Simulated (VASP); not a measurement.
FeAl (CsCl type) relaxed at rising pressure, in one space group throughout; other phases were not tried. The pressures are those reached. Level of theory: PBE GGA, VASP's PBE PAW potentials (set 64) (plane waves; VASP).

```
P (GPa)  V (Å³/atom)    k-mesh
-------  -----------  --------
0.08          11.805  13×13×13
5.07          11.500  13×13×13
10.06         11.232  13×13×13
19.91         10.781  13×13×13
29.86         10.404  13×13×13
```

Q: Fit an equation of state and predict the volume at 44.98 GPa.

A: Least squares on the third-order Birch-Murnaghan form, P = (3B0/2)(y⁷ − y⁵)[1 + (3/4)(B′ − 4)(y² − 1)] with y = (V0/V)^(1/3), gives V0 = 11.810 Å³/atom, B0 = 180 GPa and B′ = 4.2, and so 9.933 Å³/atom. The run gave 9.932 Å³/atom, -0.0 % from the fit.

Pressures at which the relaxation failed are left out.

The compound is FeAl in the CsCl type structure. The run is not spin-polarised, so no magnetic state was tried. The electron count is odd and the run is not spin-polarised, which forces a metal.
